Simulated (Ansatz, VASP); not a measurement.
# Cross-check of Ta between VASP and Ansatz

Aim: how closely do two programs agree when they are given the same cell, functional and k mesh? The structure shown is the end of the Ansatz relaxation below.

Method: plane waves, with VASP 6.6.1 beside it; single point at PBEsol, in Ansatz 0.2.0.

## Step 1: Starting point

The structure is tetragonal, space group P4_2/mmc (No. 131). The conventional cell has a = 5.293 Å, b = 5.293 Å, c = 5.148 Å, α = 90.00°, β = 90.00°, γ = 90.00°. Ta has 12 Ta at 2.90 to 2.96 Å nearest. Ta has 6 Ta at 2.57 to 2.94 Å nearest. Nearest to Ta lie 6 Ta at 2.64 to 2.96 Å.

Structure file:

```cif
data_structure
_symmetry_space_group_name_H-M 'P4_2/mmc'
_symmetry_Int_Tables_number 131
_cell_length_a 5.2927
_cell_length_b 5.2927
_cell_length_c 5.1482
_cell_angle_alpha 90.000
_cell_angle_beta 90.000
_cell_angle_gamma 90.000
_cell_volume 144.21
loop_
_atom_site_label
_atom_site_type_symbol
_atom_site_symmetry_multiplicity
_atom_site_Wyckoff_symbol
_atom_site_fract_x
_atom_site_fract_y
_atom_site_fract_z
_atom_site_occupancy
Ta1 Ta 2 c 0.00000 0.50000 0.00000 1
Ta2 Ta 2 e 0.00000 0.00000 0.25000 1
Ta3 Ta 4 k 0.25094 0.50000 0.50000 1
```

## Step 2: Ansatz: relaxation, PBEsol

Ansatz runs on its PAW soft_1 files.

This run makes the geometry at which the two programs are then compared.

The input, input.yaml:

```yaml
crystal:
  lattice:
    - [5.279489115, 0.0, 0.0]
    - [0.0, 5.279489115, 0.0]
    - [0.0, 0.0, 5.14815854]
  atoms:
    - { symbol: Ta, position: [0.0, 0.0, 0.0] }
    - { symbol: Ta, position: [0.5, 0.5, 0.5] }
    - { symbol: Ta, position: [0.0, 0.5, 0.25] }
    - { symbol: Ta, position: [0.0, 0.5, 0.75] }
    - { symbol: Ta, position: [0.25, 0.0, 0.5] }
    - { symbol: Ta, position: [0.75, 0.0, 0.5] }
    - { symbol: Ta, position: [0.5, 0.75, 0.0] }
    - { symbol: Ta, position: [0.5, 0.25, 0.0] }
kpoints:
  mp_grid: { grid: [8, 8, 8] }
scf:
  occupations: { method: fermi_dirac, width: 0.05 }
hamiltonian:
  xc: pbesol
  pseudopotentials: { kind: paw, azcp: { folder: soft_1 }, xc_functional: pbe }
basis:
  ecutwfc: 600
output:
  forces: true
  stress: true
  write_density: true
  write_potential: true
  elf: true
  volumetric_format: npy
relax:
  f_tol: 0.005
  max_steps: 70
  cell: { stress_tol: 0.02, p_target: 0, fix: [c, alpha, beta, gamma] }
```

Launch:

```console
$ ansatz run input.yaml --threads 4 --pin off --max-ram 10240MiB --backend cpu --events-out ev --progress --plain --runs-dir out
```

Numbers of over 12 decimals in the logs are rounded to 6 here.

The program printed:

```text
Engine: ansatz 0.2.0, aarch64-unknown-linux-gnu
Pseudopotentials: kind: paw
Pseudopotential: Ta, paw, valence charge 13, recommended cutoff 420 eV (normal), soft_1/Ta.paw.azcp
Functional definition: PBEsol
  exchange = pbesol_x
  correlation = pbesol_c
Crystal: 8 atoms, lattice volume = 143.495 Å³
Basis set: ecut = 600 eV, 4817 PW (Γ), exchange–correlation on 90×90×90 points (8 copies of the dense FFT grid, shifted against one another)
Bands: 63, of which v1, the nominal top of the filled ones, is band 52 counted from 1 (51 counted from 0)
Symmetry: 16 space group operations
Space group: P42/mmc (ITA 131), of the structure as read, at distance tolerance 5.2e-5 Å
k-points: 75 of 512
Non-local potential: Ta, projectors of the file, l = 0: 3, l = 1: 2, l = 2: 2, l = 3: 1
PAW form: soft (Blöchl's): semilocal exchange-correlation on the pseudo side does not see the compensation charge
PAW frozen core: Ta, regenerated for the run's functional, and the local potential with it (the file was generated under x = pbe(κ = 0.804, μ = 0.219515), c = pbe(β = 0.066725))
PAW one-centre angular grid: Ta, 590 points (default); XC on 64 Gauss nodes
Initial density: superposition of atomic densities (chi_scale 0.1, normalization cell)
Initial wavefunctions: pseudopotential atomic-orbital guess
Functional: x = pbesol(κ = 0.804, μ = 0.123457), c = pbesol(β = 0.046)
SCF iter   1: F=—  HF=-78460.089456 eV  |F-HF|=—  |Δ(HF+E_count)|=         —  Δρ=4.56e-2  dr2=3.00e0  ethr=3.10e-3  ⟨swp⟩=5.6  Hψ=18062  notcnv=0  defer=11
preconditioner: auto → Kerker (q_TF=auto, 2.586 Å⁻¹)  [metal: Δε(μ)=0.003 eV  Ē_g=4.309 eV  σ=0.050 eV  W_gap=0.01  n_scr=32 (ndim 8)  ℏωp=19.6 eV  f_vac=0.000  D(μ)=6.80/eV (n_scr^D=72)]
SCF iter   2: F=—  HF=-78459.298174 eV  |F-HF|=—  |Δ(HF+E_count)|=   7.91e-1  Δρ=2.74e-2  dr2=1.02e0  ethr=2.89e-3  ⟨swp⟩=2.0  Hψ=6003  notcnv=0  defer=140
SCF iter   3: F=—  HF=-78458.906427 eV  |F-HF|=—  |Δ(HF+E_count)|=   3.92e-1  Δρ=2.76e-3  dr2=1.02e-2  ethr=9.83e-4  ⟨swp⟩=2.5  Hψ=8736  notcnv=0  defer=140
SCF iter   4: F=—  HF=-78458.904757 eV  |F-HF|=—  |Δ(HF+E_count)|=   1.67e-3  Δρ=3.37e-4  dr2=1.17e-4  ethr=9.84e-6  ⟨swp⟩=2.0  Hψ=5880  notcnv=0  defer=140
SCF iter   5: F=—  HF=-78458.904726 eV  |F-HF|=—  |Δ(HF+E_count)|=   3.11e-5  Δρ=8.41e-5  dr2=4.75e-6  ethr=1.12e-7  ⟨swp⟩=2.0  Hψ=7934  notcnv=0  defer=140
SCF iter   6: F=—  HF=-78458.904622 eV  |F-HF|=—  |Δ(HF+E_count)|=   1.04e-4  Δρ=9.03e-6  dr2=8.87e-8  ethr=9.62e-11  ⟨swp⟩=6.7  Hψ=33269  notcnv=0
SCF iter   7: F=-78458.904622 eV  HF=-78458.904622 eV  |F-HF|=6.69e-10  |Δ(HF+E_count)|=   1.53e-8  Δρ=1.40e-6  dr2=2.08e-9  ethr=8.53e-11  ⟨swp⟩=5.1  Hψ=27590  notcnv=0
SCF 1 converged in 7 iterations: F = -78458.904622 eV  dr2 = 2.08e-9
  greatest PAW one-centre occupation: 0.999 electrons in one spin orbital (limit 2), on the Ta atom at site 1 (counted from 0), in its partial waves of l = 0
relax step   1: F+E_penalty+E_count = -78458.90462217 eV  Δ(F+E_penalty+E_count) = +0.000e0 eV  max|allowed force component| = 1.402e-1 eV/Å  Δτ_max = 0.0000 Å  P = +2.099 GPa  Ω = 143.495 Å³  fix = [c, alpha, beta, gamma]  reactions: c +4.106 GPa  (7 SCF iters, dr2 threshold 1.00e-7 eV, accepted)
[...]
relax step   4: F+E_penalty+E_count = -78458.90843523 eV  Δ(F+E_penalty+E_count) = -2.364e-5 eV  max|allowed force component| = 6.436e-4 eV/Å  Δτ_max = 0.0004 Å  P = +1.032 GPa  Ω = 144.213 Å³  energy of the carried Pulay correction = -2.062e-5 eV  fix = [c, alpha, beta, gamma]  reactions: c +3.100 GPa  (6 SCF iters, accepted)
[...]
relax step   5: F+E_penalty+E_count = -78458.90845616 eV  Δ(F+E_penalty+E_count) = -2.093e-5 eV  max|allowed force component| = 6.434e-4 eV/Å  Δτ_max = 0.0000 Å  P = +1.032 GPa  Ω = 144.213 Å³  fix = [c, alpha, beta, gamma]  reactions: c +3.100 GPa  stress off target by 2.00e-3 GPa on what of the cell is left free  SCF on the basis re-selected at this cell (its energy is not comparable with the rows above)  (9 SCF iters)
basis re-selected at this cell: Δ(F+E_penalty+E_count) = -2.093e-5 eV, ΔP = +0.000 GPa vs the last step (what re-selecting the basis moved, of the pressure what is left beyond the Pulay correction that the steps carried, after the strain that the cell walked since its last selection, with what the two solves' SCF thresholds leave and, on support functions, any second-order correction that the steps lacked; it is no m [...]
SCF converged after 9 iterations
Free energy (F): -78458.908456 eV
Harris-Foulkes:  -78458.908456 eV  (|F-HF|=0.00e0)
Internal energy: -78458.841820 eV  (E = F + TS)
E sigma→0 (E₀):  -78458.875138 eV
Entropy (-TS):   -0.066636 eV (-8.330 meV/atom)
Fermi energy:    18.405422 eV
--- Per-component energies (eV) ---
  E_band       = -864.835743
  E_kinetic    = 3147.302269
  E_local      = -4445.954410  (includes V_loc(G=0)·N_el)
  E_nonlocal   = -68.988352
  E_hartree    = 1605.600111
  E_xc         = -2551.054252
  E_vxc        = -1868.375430  (∫ρ·V_xc dr)
  E_paw        = -65450.530444  (= ΣΔE_a)
  E_vpaw       = -840.020246  (= ΣTr[D̂ρ^β])
  E_aug_tail   = 0.000205  (compensation charges beyond the density's cutoff)
  E_ewald      = -10696.926650
  E_core_change = 1.709702  (= ΣΔE_core)
  E_smearing   = -0.066636  (= −TS)
  E_closure    = 0.000000  (closes the sum)
  Σ components = -78458.908456   (vs F -78458.908456, Δ=0.00e0)
--- Forces (eV/Å), atoms counted from 1 ---
  atom   1  Ta     0.00000000    -0.00000000     0.00000000
  atom   2  Ta     0.00000000     0.00000000     0.00000000
  atom   3  Ta     0.00000000     0.00000000    -0.00000000
  atom   4  Ta     0.00000000     0.00000000     0.00000000
  atom   5  Ta     0.00064339     0.00000000     0.00000000
  atom   6  Ta    -0.00064339    -0.00000000     0.00000000
  atom   7  Ta    -0.00000000     0.00064339     0.00000000
  atom   8  Ta     0.00000000    -0.00064339     0.00000000
  max |Σ_I F_I| component: 3.47e-18 eV/Å
--- Stress (GPa, compression-positive) ---
       -0.001996       0.000000       0.000000
        0.000000      -0.001996       0.000000
        0.000000       0.000000       3.100027
  P = ⅓ Tr σ = 1.0320 GPa (10.320 kbar)
--- Band table (eV; the first three rows and the last of 75) ---
  k-point 0: bands = [... 48 lower, 17.2677, 17.4880, 17.5292, 17.7271, 18.4647, 18.5407, 19.2210, 19.2210, ... 7 higher]
  k-point 1: bands = [... 48 lower, 17.3902, 17.3902, 17.8609, 18.1469, 18.4617, 18.5665, 19.1960, 19.1960, ... 7 higher]
  k-point 2: bands = [... 48 lower, 17.7692, 17.7692, 18.2231, 18.2975, 18.5076, 18.6489, 19.0999, 19.0999, ... 7 higher]
  k-point 74: bands = [... 48 lower, 17.5316, 17.5316, 18.2207, 18.2207, 18.2650, 18.2650, 18.4962, 18.4962, ... 7 higher]
--- Relaxed structure (4 steps of the walk, 3 accepted, 1 SCFs on fresh bases) ---
  F+E_penalty+E_count = -78458.90845616 eV   max|allowed force component| = 6.434e-4 eV/Å   (the final SCF, on the basis selected at the relaxed cell)
  cell:  # Å, volume = 144.2125 Å³
    - [5.292679, 0, 0.0]
    - [0, 5.292679, 0.0]
    - [0.0, 0.0, 5.14815854]
  atoms:
    - { symbol: Ta, position: [0, 0, 0] }
    - { symbol: Ta, position: [0.5, 0.5, 0.500000] }
    - { symbol: Ta, position: [0, 0.5, 0.250000] }
    - { symbol: Ta, position: [0, 0.5, 0.750000] }
    - { symbol: Ta, position: [0.250943, 0.0, 0.500000] }
    - { symbol: Ta, position: [0.749057, 0, 0.500000] }
    - { symbol: Ta, position: [0.5, 0.750943, 0] }
    - { symbol: Ta, position: [0.5, 0.249057, 0] }
```

Reading the cycles: dr2 is the Hartree energy of the density residual (eV), the measure of convergence; HF is the Harris–Foulkes estimate of the energy, which meets the free energy F at convergence.

## Step 3: VASP: single point, PBEsol, pair 1

The same cell, functional, mesh and smearing now go to VASP, with its own data sets.

Lines of VASP's logs that name or quote its potential files are left out, and so is its time.

The input, INCAR:

```
SYSTEM = Ta
PREC = Accurate
ENCUT = 500
EDIFF = 1E-06
NELM = 120
ISMEAR = -1
SIGMA = 0.05
LREAL = .FALSE.
ALGO = Normal
GGA = PS
NBANDS = 54
LASPH = .TRUE.
LORBIT = 11
LWAVE = .FALSE.
LCHARG = .FALSE.
ISIF = 2
GGA_COMPAT = .FALSE.
KPAR = 2
```

The input, POSCAR:

```
Ta
1.0
    5.2926787995      0.0000000000      0.0000000000
    0.0000000000      5.2926787995      0.0000000000
    0.0000000000      0.0000000000      5.1481585400
Ta
8
Direct
    0.0000000000      0.0000000000      0.0000000000
    0.5000000000      0.5000000000      0.5000000000
    0.0000000000      0.5000000000      0.2500000000
    0.0000000000      0.5000000000      0.7500000000
    0.2509431027      0.0000000000      0.5000000000
    0.7490568973      0.0000000000      0.5000000000
    0.5000000000      0.7509431027      0.0000000000
    0.5000000000      0.2490568973      0.0000000000
```

The input, KPOINTS:

```
Automatic mesh
0
Gamma
8 8 8
0 0 0
```

The projector-augmented-wave data sets are Ta_pv (PBE family, release 64).

Launch:

```console
$ mpirun -np 2 vasp_std
```

The program printed:

```text
[banner, memory and clock lines left out]
running    2 mpi-ranks, on    1 nodes
 distrk:  each k-point on    1 cores,    2 groups
 distr:  one band on    1 cores,    1 groups

 POSCAR found type information on POSCAR Ta
 POSCAR found :  1 types and       8 ions
|                                                                             |
|               ----> ADVICE to this user running VASP <----                  |
|                                                                             |
|     You enforced a specific xc type in the INCAR file but a different       |
|     [... a line on the potential file left out ...]
|     I HOPE YOU KNOW WHAT YOU ARE DOING!                                     |
|                                                                             |

 LDA part: xc-table for (Slater+PW92), standard interpolation
 POSCAR, INCAR and KPOINTS ok, starting setup
 FFT: planning ... GRIDC
 FFT: planning ... GRID_SOFT
 FFT: planning ... GRID
 WAVECAR not read
 entering main loop
       N       E                     dE             d eps       ncg     rms          rms(c)
DAV:   1     0.911015053339E+03    0.91102E+03   -0.47529E+04  8124   0.166E+03
DAV:   2    -0.575633991356E+02   -0.96858E+03   -0.94813E+03  8724   0.506E+02
DAV:   3    -0.102884175215E+03   -0.45321E+02   -0.43497E+02 10168   0.947E+01
DAV:   4    -0.104227333245E+03   -0.13432E+01   -0.13207E+01  9552   0.143E+01
DAV:   5    -0.104269398050E+03   -0.42065E-01   -0.41945E-01 10174   0.212E+00    0.397E+01
DAV:   6    -0.101086001209E+03    0.31834E+01   -0.36343E+00  9332   0.106E+01    0.194E+01
DAV:   7    -0.100072955960E+03    0.10130E+01   -0.32819E+00  9448   0.985E+00    0.118E+00
DAV:   8    -0.100055486899E+03    0.17469E-01   -0.11940E-01 10008   0.247E+00    0.746E-01
DAV:   9    -0.100048939702E+03    0.65472E-02   -0.30569E-02 10224   0.107E+00    0.322E-01
DAV:  10    -0.100047091734E+03    0.18480E-02   -0.10064E-02 10280   0.638E-01    0.129E-01
DAV:  11    -0.100047051968E+03    0.39766E-04   -0.77755E-04  9378   0.149E-01    0.740E-02
DAV:  12    -0.100047052255E+03   -0.28729E-06   -0.60609E-05 10290   0.467E-02    0.215E-02
DAV:  13    -0.100047049518E+03    0.27368E-05   -0.73299E-06  8120   0.180E-02    0.648E-03
DAV:  14    -0.100047048554E+03    0.96400E-06   -0.11549E-06  5370   0.727E-03
   1 F= -.10004705E+03 E0= -.10001382E+03  d E =-.664590E-01
```

Parts of OUTCAR (step 3):

```text
ion  position               nearest neighbor table
   1  0.000  0.000  0.000-   5 2.90   6 2.90   5 2.90   6 2.90   3 2.94   4 2.94   3 2.94   4 2.94
                             7 2.96   8 2.96   7 2.96   8 2.96
   2  0.500  0.500  0.500-   7 2.90   8 2.90   7 2.90   8 2.90   3 2.94   4 2.94   3 2.94   4 2.94
                             5 2.96   6 2.96   5 2.96   6 2.96
   3  0.000  0.500  0.250-   4 2.57   4 2.57   1 2.94   2 2.94   1 2.94   2 2.94   8 3.23   5 3.23
                             6 3.23   5 3.23   6 3.23   7 3.23   7 3.23   8 3.23
   4  0.000  0.500  0.750-   3 2.57   3 2.57   1 2.94   2 2.94   1 2.94   2 2.94   8 3.23   5 3.23
                             6 3.23   5 3.23   6 3.23   7 3.23   7 3.23   8 3.23
   5  0.251  0.000  0.500-   6 2.64   6 2.66   1 2.90   1 2.90   2 2.96   2 2.96   7 3.18   8 3.18
                             8 3.18   7 3.18   3 3.23   3 3.23   4 3.23   4 3.23
   6  0.749  0.000  0.500-   5 2.64   5 2.66   1 2.90   1 2.90   2 2.96   2 2.96   7 3.18   7 3.18
                             8 3.18   8 3.18   4 3.23   3 3.23   3 3.23   4 3.23
   7  0.500  0.751  0.000-   8 2.64   8 2.66   2 2.90   2 2.90   1 2.96   1 2.96   5 3.18   6 3.18
                             5 3.18   6 3.18   3 3.23   4 3.23   3 3.23   4 3.23
   8  0.500  0.249  0.000-   7 2.64   7 2.66   2 2.90   2 2.90   1 2.96   1 2.96   6 3.18   5 3.18
                             6 3.18   5 3.18   4 3.23   3 3.23   3 3.23   4 3.23

  LATTYP: Found a simple tetragonal cell.
 ALAT       =     5.2926787995
 C/A-ratio  =     0.9726943076

 Subroutine GETGRP returns: Found 16 space group operations
 (whereof  8 operations were pure point group operations)

The static configuration has the point symmetry D_2h.
 The point group associated with its full space group is D_4h.

 Found     75 irreducible k-points:

   k-points           NKPTS =     75   k-points in BZ     NKDIM =     75   number of bands    NBANDS=     54

   dimension x,y,z NGX =    40 NGY =   40 NGZ =   40
   dimension x,y,z NGXF=    80 NGYF=   80 NGZF=   80

   ENCUT  =  500.0 eV  36.75 Ry    6.06 a.u.   9.65  9.65  9.39*2*pi/ulx,y,z

   NELECT =      88.0000    total number of electrons

 k-points in reciprocal lattice and weights: Automatic mesh
   0.00000000  0.00000000  0.00000000       0.002
   0.12500000  0.00000000  0.00000000       0.008
   0.25000000  0.00000000  0.00000000       0.008
   0.37500000  0.00000000  0.00000000       0.008
   0.50000000  0.00000000  0.00000000       0.004
   0.12500000  0.12500000  0.00000000       0.008
   0.25000000  0.12500000  0.00000000       0.016
   0.37500000  0.12500000  0.00000000       0.016
   0.50000000  0.12500000  0.00000000       0.008
[...]
0.50000000  0.37500000  0.50000000       0.008
   0.50000000  0.50000000  0.50000000       0.002

 average (electrostatic) potential at core
       1 -36.3021       2 -36.3021       3 -36.2969       4 -36.2969       5 -36.3284
       6 -36.3284       7 -36.3284       8 -36.3284

 E-fermi :   5.4100

 k-point     1 :       0.0000    0.0000    0.0000
  band No.  band energies     occupation
    ...
     40       4.2729      2.00000
     41       4.2729      2.00000
     42       4.4915      2.00000
     43       4.5340      2.00000
     44       4.7301      2.00000
     45       5.4684      0.47488
     46       5.5438      0.12886
     47       6.2290      0.00000
     48       6.2290      0.00000
     49       6.2705      0.00000
    ...

 k-point     2 :       0.1250    0.0000    0.0000
  band No.  band energies     occupation
    ...
     40       4.2301      2.00000
     41       4.4079      2.00000
     42       4.6455      2.00000
     43       4.8327      1.99998
     44       4.9738      1.99967
     45       5.4989      0.28941
     46       5.5793      0.06552
     47       6.2091      0.00000
     48       6.2366      0.00000
     49       6.3896      0.00000
    ...

 k-point     3 :       0.2500    0.0000    0.0000
  band No.  band energies     occupation
    ...
     40       4.2777      2.00000
     41       4.7501      2.00000
     42       4.9712      1.99969
     43       4.9934      1.99952
     44       5.1567      1.98746
     45       5.5718      0.07573
     46       5.7997      0.00082
     47       6.1122      0.00000
     48       6.1174      0.00000
     49       6.8032      0.00000
    ...

  Total        0.1423081      0.1423081      3.0199603      0.0000000      0.0000000      0.0000000
  in kB        1.5810193      1.5810193     33.5512594      0.0000000      0.0000000      0.0000000
  external PRESSURE =      12.2377660 kB  Pullay stress =       0.0000000 kB

  energy-cutoff  :      500.00
  volume of cell :      144.21
      direct lattice vectors                 reciprocal lattice vectors
     5.292678799  0.000000000  0.000000000     0.188940240  0.000000000  0.000000000
     0.000000000  5.292678799  0.000000000     0.000000000  0.188940240  0.000000000
     0.000000000  0.000000000  5.148158540     0.000000000  0.000000000  0.194244212

 POSITION                                       TOTAL-FORCE (eV/Angst)
 -----------------------------------------------------------------------------------
      0.00000      0.00000      0.00000         0.000000      0.000000      0.000000
      2.64634      2.64634      2.57408         0.000000      0.000000      0.000000
      0.00000      2.64634      1.28704         0.000000      0.000000     -0.000000
      0.00000      2.64634      3.86112         0.000000      0.000000      0.000000
      1.32816      0.00000      2.57408        -0.001345     -0.000000     -0.000000
      3.96452      0.00000      2.57408         0.001345      0.000000      0.000000
      2.64634      3.97450      0.00000         0.000000     -0.001345      0.000000
      2.64634      1.31818      0.00000         0.000000      0.001345     -0.000000
 -----------------------------------------------------------------------------------
    total drift:                               -0.000000      0.000000     -0.000000

  FREE ENERGIE OF THE ION-ELECTRON SYSTEM (eV)
  ---------------------------------------------------
  free  energy   TOTEN  =      -100.0470485544 eV

  energy  without entropy=      -99.9805895089  energy(sigma->0) =     -100.01381903

 total charge
# of ion       s       p       d       tot
------------------------------------------
    1        0.398   6.203   2.335   8.936
    2        0.398   6.203   2.335   8.936
    3        0.377   6.177   2.412   8.966
    4        0.377   6.177   2.412   8.966
    5        0.375   6.185   2.369   8.929
    6        0.375   6.185   2.369   8.929
    7        0.375   6.185   2.369   8.929
    8        0.375   6.185   2.369   8.929
--------------------------------------------------
tot          3.048  49.501  18.969  71.517

[... 3 further parts left out ...]
```

The run ends at a pressure of 1.22 GPa, with forces up to 0.0013 eV/Å.

## Step 4: Differences

Known differences besides the potentials themselves: the data sets hold 104 valence electrons in Ansatz (on its PAW soft_1 files) and 88 in VASP; the cutoff is 600 eV in Ansatz and 500 eV in VASP; Ansatz makes its cores anew for this functional, VASP keeps those of its PBE data sets; Ansatz's pressure holds a Pulay correction, VASP's none. Total energies have different zeros and are not compared.

Both answers:

```tsv
quantity	Ansatz	VASP	difference
pressure (GPa)	1.03	1.22	-0.19
```

[end of part 1 of 2]

[Lines on the potential files, build, host, timing and source positions are cut from VASP's logs without a mark.]

[Logs are printed without paths, hosts, clocks, repeated set-up lines and the standing remarks that a program may print on its own settings, such as how far it seeks lower states.]

[Hosts, paths, dates, database ids (printed as entryN), source tags and the programs' standing remarks are cut or masked in the printed files.]
